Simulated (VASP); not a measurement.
A run of VASP 6.6.1 is set up as follows.

Contents of run.py:

```python
from ase.calculators.vasp import Vasp
from ase.eos import EquationOfState
from ase.io import Trajectory
from ase.spacegroup import crystal
from ase.units import GPa

atoms = crystal(
    ['Bi', 'Te'],
    basis=[[0.0, 0.0, 0.0], [0.5, 0.0, 0.0]],
    spacegroup=225,
    setting=1,
    cellpar=[6.47, 6.47, 6.47, 90.0, 90.0, 90.0],
    primitive_cell=True,
)
calc = Vasp(
    directory='calc',
    xc='pbesol',
    pp='PBE',
    setups='minimal',
    prec='Accurate',
    encut=500,
    ediff=1e-07,
    ismear=0,
    sigma=0.01,
    lreal=False,
    lasph=True,
    nelm=60,
    algo='Normal',
    isif=2,
    lwave=False,
    lcharg=False,
    lnoncollinear=True,
    lorbit=11,
    lsorbit=True,
    gga_compat=False,
    kpts=[5, 5, 5],
    gamma=True,
)
atoms.calc = calc
cell = atoms.cell.copy()
volumes, energies = [], []
traj = Trajectory('eos.traj', 'w')
for x in [0.94, 0.96, 0.98, 1.0, 1.02, 1.04, 1.06]:
    atoms.set_cell(cell * x ** (1 / 3), scale_atoms=True)
    volumes.append(atoms.get_volume())
    energies.append(atoms.get_potential_energy())
    traj.write(atoms)
    print(f'{x:5.2f} {volumes[-1]:12.5f} {energies[-1]:14.6f}')

v0, e0, B = EquationOfState(volumes, energies, eos='murnaghan').fit()
print(f'V0 = {v0:.4f} A^3, E0 = {e0:.6f} eV, B = {B / GPa:.2f} GPa')
```

Potentials or basis: VASP PAW PBE potentials, release 64 (Bi, Te).

The run is started by

```sh
$ python run.py
```

Task: Predict the equilibrium volume.

Result: 33.82 Å³/atom (rough: see the caveat).

Task: What does it give for the bulk modulus?

Result: 43 GPa (rough).

Energy against volume, from the lowest point:
```csv
volume (Å³/atom),energy (meV/atom)
31.824,19.10
32.501,7.89
33.178,1.75
33.855,0.00
34.532,1.70
35.209,6.98
35.886,14.09
```

Caveat: the fit is doubtful: noisy points or a state that changes with volume; the PAW data sets were made with another functional, which shifts forces and pressure a little.
